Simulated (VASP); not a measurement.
An input for Ansatz (written as the equivalent of a VASP run, and not itself run):

Ansatz 0.2 input:
```yaml
crystal:
  lattice:
    - [0.0000000, 2.0665766, 2.0665766]
    - [2.0665766, 0.0000000, 2.0665766]
    - [2.0665766, 2.0665766, 0.0000000]
  atoms:
    - { symbol: Mg, position: [0.0000000, 0.0000000, 0.0000000] }
    - { symbol: O, position: [0.5000000, 0.5000000, 0.5000000] }
kpoints:
  mp_grid: { grid: [11, 11, 11] }
hamiltonian:
  xc: pbe
  dispersion: d4
  pseudopotentials: { kind: paw }
scf:
  occupations: { method: gaussian, width: 0.05 }
  max_iter: 100
output: { forces: true, stress: true, eigenvalues: true }
```

Question: Write the VASP files for the same calculation (PBE-D4).

Answer: This is not unique; one that fits is 
### INCAR
```
ALGO=Normal
EDIFF=1E-7
ENCUT=520
GGA=PE
ISIF=2
ISMEAR=0
IVDW=13
LASPH=T
LCHARG=F
LREAL=F
LWAVE=F
NELM=100
PREC=Accurate
SIGMA=0.05
SYSTEM=MgO
```

### KPOINTS
```
K-points
0
G
11 11 11
```

**POSCAR**
```
MgO
1.0
  0.0000000000   2.0665765701   2.0665765701
  2.0665765701   0.0000000000   2.0665765701
  2.0665765701   2.0665765701   0.0000000000
Mg O
1 1
direct
  0.0000000000   0.0000000000   0.0000000000
  0.5000000000   0.5000000000   0.5000000000
```

POTCAR, in this order: Mg O (PBE.64 set). Program: vasp_std.

What does not carry over: each code has its own PAW files, so the cut-off isn't converted (ENCUT is set for VASP's; basis.ecutwfc is left out, and Ansatz then takes the one that its files recommend); Ansatz stops its SCF on the density residual and VASP on the energy change (EDIFF).

The compound is MgO in the rock salt structure. This cell is one point of a volume scan, at 0.94 of the reference volume.
